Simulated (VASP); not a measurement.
Input:

```
CELL_PARAMETERS angstrom
      2.92939     0.00000     0.00000
      0.00000     2.92939     0.00000
      0.00000     0.00000     2.92939
ATOMIC_POSITIONS crystal
  Zn 0.50000 0.50000 0.50000
  Cu 0.00000 0.00000 0.00000
```

These are MS2 meta-GGA, VASP's PBE PAW potentials (set 64) (plane waves; VASP) values and carry that method's errors. Run with 520 eV cut-off, 13×13×13 Γ-centred mesh, first-order Methfessel-Paxton smearing of 0.10 eV, potentials Zn Cu.

**Question.** Give the stress tensor in GPa (positive for a compressed cell).

**Answer.** 
```
-4.19   0.00   0.00
 0.00  -4.19   0.00
 0.00   0.00  -4.19
```
The pressure is its mean diagonal, -4.19 GPa.

The compound is CuZn in the CsCl type structure. This cell is one point of a volume scan, at 1.03 of the reference volume. The electron count is odd and the run is not spin-polarised, which forces a metal.
